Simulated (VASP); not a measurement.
# Lattice vibrations of Dysprosium, part 3 of 3

Aim: the phonon dispersion and thermal properties of Dysprosium. The start is a cell from a database of measured crystal structures.

VASP 6.6.1; PBEsol, 4f electrons in the core; plane waves and PAW (Dy_3).

Still holding for the runs below: The data set Dy_3 holds the 4f electrons frozen in the core, so no f bands or f moments appear.

So far. Step 2 (Relax the host): The run ended after 5 ionic steps, 0.020 eV below its first step, once forces and stress met EDIFFG = -0.02. Step 3 (Tight relaxation): The run ended after 4 ionic steps, 0.000 eV below its first step, once forces and stress met EDIFFG = -0.002.

**4. Force constants in the supercell (continued)**

Parts of OUTCAR (step 4):

```text
  LATTYP: Found a hexagonal cell.
 ALAT       =    10.6358921235
 C/A-ratio  =     1.0375135019

 Found      8 irreducible k-points:

   k-points           NKPTS =      8   k-points in BZ     NKDIM =      8   number of bands    NBANDS=    188

   dimension x,y,z NGX =    70 NGY =   70 NGZ =   70
   dimension x,y,z NGXF=   140 NGYF=  140 NGZF=  140

   ENCUT  =  350.0 eV  25.72 Ry    5.07 a.u.  16.22 16.22 16.83*2*pi/ulx,y,z

   NELECT =     324.0000    total number of electrons

 E-fermi :   3.2713

 k-point     1 :       0.0000    0.0000    0.0000
  band No.  band energies     occupation
    ...
    154       2.8416      2.00962
    155       2.8431      2.00988
    156       2.8431      2.00988
    157       2.8694      2.01551
    158       2.8694      2.01551
    159       3.3487      0.39622
    160       3.3531      0.36763
    161       3.3531      0.36763
    162       3.3534      0.36565
    163       3.3534      0.36564
    ...

 k-point     2 :       0.2500   -0.0000    0.0000
  band No.  band energies     occupation
    ...
    156       3.2977      0.77825
    157       3.3053      0.71662
    158       3.3058      0.71238
    159       3.3068      0.70469
    160       3.3074      0.69962
    161       3.3367      0.47807
    162       3.3367      0.47779
    163       3.3556      0.35220
    164       3.3557      0.35120
    165       3.3603      0.32298
    ...

  energy-cutoff  :      350.00
  volume of cell :     1081.05
      direct lattice vectors                 reciprocal lattice vectors
    10.635892123  0.000000000  0.000000000     0.094021262  0.054283201  0.000000000
    -5.317946062  9.210952771  0.000000000     0.000000000  0.108566402  0.000000000
     0.000000000  0.000000000 11.034881683     0.000000000  0.000000000  0.090621724

 POSITION                                       TOTAL-FORCE (eV/Angst)
 -----------------------------------------------------------------------------------
      1.77265      1.02344      4.12308         0.000000      0.000000      0.058740
      1.77265      1.02344      9.65552         0.000000      0.000000      0.002036
      0.00000      4.09376      4.13808        -0.000082     -0.000158      0.000819
      0.00000      4.09376      9.65552        -0.000132     -0.000139     -0.000436
     -1.77265      7.16407      4.13808        -0.000178      0.000007      0.000819
     -1.77265      7.16407      9.65552        -0.000186     -0.000045     -0.000436
      5.31795      1.02344      4.13808        -0.000095      0.000150      0.000819
      5.31795      1.02344      9.65552        -0.000054      0.000184     -0.000436
      3.54530      4.09376      4.13808         0.000082     -0.000158      0.000819
      3.54530      4.09376      9.65552         0.000132     -0.000139     -0.000436
      1.77265      7.16407      4.13808         0.000000      0.000000     -0.001079
      1.77265      7.16407      9.65552         0.000000      0.000000     -0.002392
      8.86324      1.02344      4.13808         0.000095      0.000150      0.000819
      8.86324      1.02344      9.65552         0.000054      0.000184     -0.000436
      7.09059      4.09376      4.13808         0.000000      0.000000     -0.001722
      7.09059      4.09376      9.65552         0.000000      0.000000     -0.003046
      5.31795      7.16407      4.13808         0.000178      0.000007      0.000819
      5.31795      7.16407      9.65552         0.000186     -0.000045     -0.000436
      0.00000      2.04688      1.37936        -0.007106      0.004103     -0.011176
      0.00000      2.04688      6.89680         0.007024     -0.004055     -0.010792
     -1.77265      5.11720      1.37936         0.000653      0.000377     -0.000360
     -1.77265      5.11720      6.89680        -0.000374     -0.000216     -0.000374
     -3.54530      8.18751      1.37936        -0.000000     -0.008205     -0.011176
     -3.54530      8.18751      6.89680         0.000000      0.008110     -0.010792
      3.54530      2.04688      1.37936         0.007106      0.004103     -0.011176
      3.54530      2.04688      6.89680        -0.007024     -0.004055     -0.010792
      1.77265      5.11720      1.37936        -0.000000     -0.000521      0.002215
      1.77265      5.11720      6.89680         0.000000      0.000845      0.002208
     -0.00000      8.18751      1.37936        -0.000451      0.000261      0.002215
     -0.00000      8.18751      6.89680         0.000732     -0.000422      0.002208
      7.09059      2.04688      1.37936        -0.000000     -0.000754     -0.000360
      7.09059      2.04688      6.89680         0.000000      0.000432     -0.000374
      5.31795      5.11720      1.37936        -0.000653      0.000377     -0.000360
      5.31795      5.11720      6.89680         0.000374     -0.000216     -0.000374
      3.54530      8.18751      1.37936         0.000451      0.000261      0.002215
      3.54530      8.18751      6.89680        -0.000732     -0.000422      0.002208
 -----------------------------------------------------------------------------------
    total drift:                               -0.000001     -0.000000      0.000499

  FREE ENERGIE OF THE ION-ELECTRON SYSTEM (eV)
  ---------------------------------------------------
  free  energy   TOTEN  =      -178.7101701328 eV

[...]
X         Y         Z           dx          dy          dz
      1.772649  1.023439  4.138081     0.000000    0.000000   -0.079307
      1.772649  1.023439  9.655521     0.000000   -0.000000   -0.079307
      0.000000  4.093757  4.138081     0.000000   -0.000000    0.090317
      0.000000  4.093757  9.655521    -0.000000    0.000000    0.090317
     -1.772649  7.164074  4.138081     0.000000   -0.000000   -0.380702
     -1.772649  7.164074  9.655521     0.000000    0.000000   -0.380702
      5.317946  1.023439  4.138081     0.000000   -0.000000   -0.075995
      5.317946  1.023439  9.655521    -0.000000    0.000000   -0.075995
      3.545297  4.093757  4.138081    -0.000000    0.000000    0.256359
      3.545297  4.093757  9.655521     0.000000   -0.000000    0.256359
      1.772649  7.164074  4.138081     0.000000    0.000000    0.052166
      1.772649  7.164074  9.655521     0.000000   -0.000000    0.052166
      8.863243  1.023439  4.138081    -0.000000    0.000000    0.124343
      8.863243  1.023439  9.655521     0.000000   -0.000000    0.124343
      7.090595  4.093757  4.138081    -0.000000    0.000000    0.027141
      7.090595  4.093757  9.655521    -0.000000   -0.000000    0.027141
      5.317946  7.164074  4.138081     0.000000   -0.000000   -0.014322
      5.317946  7.164074  9.655521    -0.000000    0.000000   -0.014322
      0.000000  2.046878  1.379360    -0.000000    0.000000   -0.038620
      0.000000  2.046878  6.896801    -0.000000   -0.000000   -0.038620
     -1.772649  5.117196  1.379360     0.000000   -0.000000    0.153230
     -1.772649  5.117196  6.896801     0.000000    0.000000    0.153230
     -3.545297  8.187514  1.379360    -0.000000    0.000000    0.251408
     -3.545297  8.187514  6.896801    -0.000000    0.000000    0.251408
      3.545297  2.046878  1.379360     0.000000   -0.000000   -0.081720
      3.545297  2.046878  6.896801    -0.000000   -0.000000   -0.081720
      1.772649  5.117196  1.379360     0.000000    0.000000   -0.258203
      1.772649  5.117196  6.896801     0.000000    0.000000   -0.258203
     -0.000000  8.187514  1.379360     0.000000    0.000000    0.222498
     -0.000000  8.187514  6.896801     0.000000   -0.000000    0.222498
      7.090595  2.046878  1.379360     0.000000    0.000000    0.006796
      7.090595  2.046878  6.896801     0.000000    0.000000    0.006796
      5.317946  5.117196  1.379360     0.000000    0.000000   -0.183878
      5.317946  5.117196  6.896801    -0.000000    0.000000   -0.183878
      3.545297  8.187514  1.379360     0.000000    0.000000   -0.071510
      3.545297  8.187514  6.896801    -0.000000   -0.000000   -0.071510

   3 f  =    3.247962 THz    20.407548 2PiTHz  108.340353 cm-1    13.432486 meV
             X         Y         Z           dx          dy          dz
      1.772649  1.023439  4.138081    -0.000000    0.000000    0.136251
      1.772649  1.023439  9.655521     0.000000   -0.000000    0.136251
      0.000000  4.093757  4.138081     0.000000   -0.000000   -0.120374
      0.000000  4.093757  9.655521     0.000000   -0.000000   -0.120374
     -1.772649  7.164074  4.138081    -0.000000    0.000000   -0.040538
     -1.772649  7.164074  9.655521    -0.000000    0.000000   -0.040538
      5.317946  1.023439  4.138081    -0.000000    0.000000    0.182386
      5.317946  1.023439  9.655521    -0.000000   -0.000000    0.182386
      3.545297  4.093757  4.138081    -0.000000   -0.000000    0.095226
      3.545297  4.093757  9.655521    -0.000000    0.000000    0.095226
      1.772649  7.164074  4.138081    -0.000000    0.000000    0.211920
      1.772649  7.164074  9.655521     0.000000    0.000000    0.211920
      8.863243  1.023439  4.138081    -0.000000   -0.000000   -0.054688
      8.863243  1.023439  9.655521     0.000000   -0.000000   -0.054688
      7.090595  4.093757  4.138081    -0.000000    0.000000   -0.348171
      7.090595  4.093757  9.655521     0.000000    0.000000   -0.348171
      5.317946  7.164074  4.138081     0.000000    0.000000   -0.062012
      5.317946  7.164074  9.655521    -0.000000   -0.000000   -0.062012
      0.000000  2.046878  1.379360    -0.000000   -0.000000   -0.016014
      0.000000  2.046878  6.896801     0.000000    0.000000   -0.016014
     -1.772649  5.117196  1.379360    -0.000000   -0.000000    0.271445
     -1.772649  5.117196  6.896801     0.000000   -0.000000    0.271445
     -3.545297  8.187514  1.379360     0.000000   -0.000000   -0.042369
     -3.545297  8.187514  6.896801     0.000000   -0.000000   -0.042369
      3.545297  2.046878  1.379360    -0.000000    0.000000   -0.269852
      3.545297  2.046878  6.896801     0.000000   -0.000000   -0.269852
      1.772649  5.117196  1.379360     0.000000   -0.000000   -0.091768
      1.772649  5.117196  6.896801     0.000000   -0.000000   -0.091768
     -0.000000  8.187514  1.379360     0.000000    0.000000   -0.185514
     -0.000000  8.187514  6.896801     0.000000    0.000000   -0.185514
      7.090595  2.046878  1.379360     0.000000    0.000000    0.134137
      7.090595  2.046878  6.896801    -0.000000   -0.000000    0.134137
      5.317946  5.117196  1.379360    -0.000000   -0.000000    0.201528
      5.317946  5.117196  6.896801    -0.000000    0.000000    0.201528
      3.545297  8.187514  1.379360    -0.000000    0.000000   -0.001593
      3.545297  8.187514  6.896801    -0.000000   -0.000000   -0.001593
    [... 4092 further lines ...]
      5.317946  5.117196  6.896801    -0.002614   -0.000328    0.166646
      3.545297  8.187514  1.379360    -0.002614   -0.000328    0.166646
      3.545297  8.187514  6.896801    -0.002614   -0.000328    0.166646

 ELASTIC MODULI CONTR FROM IONIC RELAXATION (kBar)
 Direction    XX          YY          ZZ          XY          YZ          ZX
 --------------------------------------------------------------------------------
 XX           0.0000      0.0000      0.0000      0.0000      0.0000      0.0000
 YY           0.0000      0.0000      0.0000      0.0000      0.0000      0.0000
 ZZ           0.0000      0.0000      0.0000      0.0000      0.0000      0.0000
 XY           0.0000      0.0000      0.0000      0.0000      0.0000      0.0000
 YZ           0.0000      0.0000      0.0000      0.0000      0.0000      0.0000
 ZX           0.0000      0.0000      0.0000      0.0000      0.0000      0.0000
 --------------------------------------------------------------------------------

[... 2 parts as in an earlier step ...]

[... 7 further parts left out ...]
```

The last energy, forces, stress and levels in OUTCAR belong to the last displaced cell, not to the cell of POSCAR.

This step gave:

| Item | Value |
| --- | --- |
| electrons | 324 |
| lowest frequency | -1.06e-6 cm⁻¹ |
| highest frequency | 111.0 cm⁻¹ |
| dynamically stable | yes |
| zero point energy | 14.21 meV/atom |
| heat capacity 300 | 24.64 J/K/mol of atoms |
| entropy 300 | 51.33 J/K/mol of atoms |

No long-range dipole term. The phonon branches at the labelled points (cm⁻¹):

```
          point  branch 1  branch 2  branch 3  branch 4  branch 5  branch 6
              Γ         0         0         0        62        62       109
0.47 of the way        41        42        65        79        83       111
              M        56        56        93        95       100       104
0.47 of the way        60        64        86        94        96       104
              K        75        75        77        77        93       106
0.47 of the way        50        60        65        88        92       108
              Γ         0         0         0        62        62       109
0.47 of the way        25        25        47        59        59       105
              A        47        47        47        47        86        86
0.53 of the way        63        63        65        65        95        95
              L        62        62        71        71       110       110
0.47 of the way        48        48        85        85       107       107
              H        38        38        97        97       102       102
0.47 of the way        55        55        76        76        97        97
              A        47        47        47        47        86        86
      jump to L        62        62        71        71       110       110
0.47 of the way        53        59        83        85       102       110
              M        56        56        93        95       100       104
      jump to K        75        75        77        77        93       106
0.47 of the way        54        54        93        94        94       103
              H        38        38        97        97       102       102
```

The phonon branches as a text plot (rows in cm⁻¹):

```
    109 |******          *******         ****           ****
    104 |      *********        *       *    ******      *  ***
     99 |      ****     *        *     *           *      ***  **
     95 |     * ********                      ***          ******
     90 |    *** ***    **        *   *      *      **     *  *
     86 |   ***    ** *   *        ***           **   **  *  *
     81 |           *             *         *            *
     76 |  ***       **    *               *       *
     72 |  *        * ***                **             **
     67 | *        ** *  *  **         **           *   *    *
     62 |*  *      *      *  *** *   ******          *   *
     58 |       ***    ***      **   *     *        **  * *** *
     53 |     ***         *         *              *  *  ***
     49 |  * *           * *    * ***       *    **    *
     44 |   *             *       *          *                 *
     39 |   *              *                  ***               *
     35 |  *               **    *
     30 | **
     25 |                   ** **
     21 | *
     16 |                    * *
     12 |*
      7 |*
      2 |                     *
         Γ      M    K        Γ   A       L    H       A|L M|K  H
```

The phonon density of states by frequency; read off at these points:

frequency (cm⁻¹), phonon density of states (states/cm⁻¹/cell) and a bar:
```
     -5.0      0.000 
      0.0      0.000 
      5.0      0.000 
     10.0      0.001 
     15.0      0.002 
     20.0      0.003 #
     25.0      0.005 #
     30.0      0.008 ##
     35.0      0.013 ###
     40.0      0.033 ########
     45.0      0.068 ##################
     50.0      0.084 ######################
     51.2      0.085 ######################
     55.0      0.082 #####################
     60.0      0.077 ####################
     65.0      0.071 ##################
     70.0      0.070 ##################
     75.0      0.078 ####################
     80.0      0.083 #####################
     85.0      0.080 #####################
     90.0      0.086 ######################
     95.0      0.084 ######################
    100.0      0.090 #######################
    105.0      0.117 ##############################
    110.0      0.060 ###############
    115.0      0.005 #
    120.0      0.000 
    125.0      0.000
```

Table of heat capacity at constant volume by temperature:

temperature (K), heat capacity at constant volume (J/K/mol of atoms) and a bar:
```
        0        0.0 
       50       16.8 ####################
      100       22.4 ###########################
      150       23.8 #############################
      200       24.3 #############################
      250       24.5 ##############################
      275       24.6 ##############################
      325       24.7 ##############################
      375       24.8 ##############################
      425       24.8 ##############################
      475       24.8 ##############################
      525       24.8 ##############################
      575       24.9 ##############################
      625       24.9 ##############################
      675       24.9 ##############################
      725       24.9 ##############################
      750       24.9 ##############################
      800       24.9 ##############################
      850       24.9 ##############################
      900       24.9 ##############################
      950       24.9 ##############################
     1000       24.9 ##############################
```

The vibrational entropy by temperature:

```
temperature (K)  vibrational entropy (J/K/mol of atoms)
              0                                       0
             25                                    2.79
             50                                    11.2
             75                                    18.9
            100                                    25.1
            125                                    30.2
            150                                    34.5
            200                                    41.4
            225                                    44.3
            250                                    46.9
            275                                    49.2
            300                                    51.3
            325                                    53.3
            350                                    55.1
            375                                    56.8
            400                                    58.4
            425                                    59.9
            450                                    61.4
            475                                    62.7
            525                                    65.2
            550                                    66.3
            575                                    67.5
            600                                    68.5
            625                                    69.5
            650                                    70.5
            675                                    71.4
            700                                    72.3
            725                                    73.2
            750                                    74.1
            775                                    74.9
            800                                    75.7
            850                                    77.2
            875                                    77.9
            900                                    78.6
            925                                    79.3
            950                                    80.0
            975                                    80.6
           1000                                    81.2
```

**5. Results**

| Item | Value |
| --- | --- |
| highest frequency | 111 cm⁻¹ |
| lowest frequency | -1.1e-6 cm⁻¹ |
| zero point energy | 14.2 meV/atom |
| heat capacity 300 | 24.6 J/K/mol of atoms |
| entropy 300 | 51.3 J/K/mol of atoms |

**Reading.** The spectrum reaches 111 cm⁻¹, and its lowest point lies at 0 cm⁻¹. No mode is imaginary, so the structure is a local minimum as far as this supercell can tell. Frequencies between the wave vectors that fit the supercell are interpolated.

[Lines on the potential files, build, host, timing and source positions are cut from VASP's logs without a mark.]

[Logs are printed without paths, hosts, clocks, repeated set-up lines and the standing remarks that a program may print on its own settings, such as how far it seeks lower states.]

[Hosts, paths, dates, database ids (printed as entryN), source tags and the programs' standing remarks are cut or masked in the printed files.]

[Runs that stopped without an error message from VASP are left out.]
